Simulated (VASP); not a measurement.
## H2: relaxation of the atoms with r2SCAN

H2, in a box:

```
H
1.0
     9.00000    0.00000    0.00000
     0.00000    9.60000    0.00000
     0.00000    0.00000   10.20000
H
2
Direct
  0.50000 0.50000 0.53676
  0.50000 0.50000 0.46324
```

| Item | Value |
| --- | --- |
| Program | VASP 6.6.1 |
| Task | relaxation of the atoms |
| Functional | r2SCAN |
| Potentials or basis | VASP PAW PBE potentials, release 64 (H) |
| Cutoff | 520 eV |
| k mesh | 1 × 1 × 1 |
| Occupations | gaussian, width 0.01 eV |
| Spin | no spin polarisation |
| Further INCAR settings | ALGO = Normal; EDIFF = 1e-07; IBRION = 2; EDIFFG = -0.02; NSW = 40 |

The energy gained by relaxing is 0.6 meV/atom. The ionic steps are 3 and the gap between the frontier levels is 11.07 eV.

Step by step:
```tsv
step	energy change (eV)	largest force (eV/Å)	pressure (GPa)
1	0.0000	0.3008	-0.02
2	0.0067	0.7962	0.03
3	-0.0013	0.0018	-0.01
```

Final structure:
```xyz
2
Lattice="9.0000 0.0000 0.0000 0.0000 9.6000 0.0000 0.0000 0.0000 10.2000" Properties=species:S:1:pos:R:3 pbc="T T T"
H     4.5000    4.8000    5.4707
H     4.5000    4.8000    4.7293
```

Levels at points of the mesh, in eV from the valence-band top:
```
           k point  band 1  band 2  band 3  band 4  band 5
(0.00, 0.00, 0.00)    0.00   11.07   12.19   12.44   12.69
```

It took 5.9 min on 1 thread of Intel(R) Xeon(R) 6975P-C (Granite Rapids), with other jobs on the host, peak memory 0.95 GiB.

Caveat: the PAW data sets were made with another functional, which shifts forces and pressure a little. r2SCAN opens gaps a little over a GGA but as a rule still falls short of measured ones.
